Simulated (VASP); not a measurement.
Ge (relaxed from the bcc structure, space group Im-3m): computed properties

Calculation: r2SCAN meta-GGA, VASP's PBE PAW potentials (set 64) (plane waves; VASP 6.6.1).

For Ge, the space group is Im-3m (229). The cell comes out as a = 3.337 Å, b = 3.337 Å, c = 3.337 Å, α = 90.00°, β = 90.00°, γ = 90.00° and the volume per atom is 18.58 Å³/atom. The band gap (over mesh and band path) is none (metal, semimetal or under 0.01 eV). The density comes out as 6.49 g/cm³.

```
CELL_PARAMETERS angstrom
     -1.66859     1.66859     1.66859
      1.66859    -1.66859     1.66859
      1.66859     1.66859    -1.66859
ATOMIC_POSITIONS crystal
  Ge 0.00000 0.00000 0.00000
```

The structure was generated: Ge was put into the bcc type (Im-3m), which need not be its known phase. It was relaxed first, which changed the volume by -5 %. Symmetry was kept, so distortions that lower it aren't found.
